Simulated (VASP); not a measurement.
Input of a VASP 6.6.1 run:

File INCAR:

```
SYSTEM = HgTe
  PREC = Accurate
  ENCUT = 600
  EDIFF = 1E-7
  ISMEAR = 0
  SIGMA = 0.03
  LREAL = .False.
  LASPH = .True.
  NELM = 80
  ALGO = Normal
  ISIF = 3
  LWAVE = .False.
  LCHARG = .False.
  GGA = PE
  IBRION = 2
  NSW = 90
  EDIFFG = -0.005
```

KPOINTS

```
Automatic mesh
0
Gamma
  10 10 10
  0 0 0
```

POSCAR

```
HgTe                                    
1.0
    0.0000000000      3.3264124772      3.3264124772
    3.3264124772     -0.0000000000      3.3264124772
    3.3264124772      3.3264124772     -0.0000000000
  Hg              Te            
     1     1
Direct
     0.0000000000000000    0.0000000000000000    0.0000000000000000
     0.2500000000000000    0.2500000000000000    0.2500000000000000
```

Potentials or basis: VASP PAW PBE potentials, release 64 (Hg, Te).

Command:

```console
$ cat potpaw_PBE.64/Hg/POTCAR potpaw_PBE.64/Te/POTCAR > POTCAR
$ mpirun -np 1 vasp_std > vasp.out
```

Task: Predict the band gap on the k mesh.

Result: None (metal or under the smearing width).

Task: Predict the relaxed cell.

Result: a = 4.706 Å, b = 4.706 Å, c = 4.706 Å, α = 60.00°, β = 60.00°, γ = 60.00°.

Final structure:
```xyz
2
Lattice="0.0000 3.3276 3.3276 3.3276 0.0000 3.3276 3.3276 3.3276 0.0000" Properties=species:S:1:pos:R:3 pbc="T T T"
Hg    3.3276    6.6552    3.3276
Te    1.6638    1.6638    1.6638
```

The run has no spin-orbit coupling, so splittings on Hg, Te are missing.
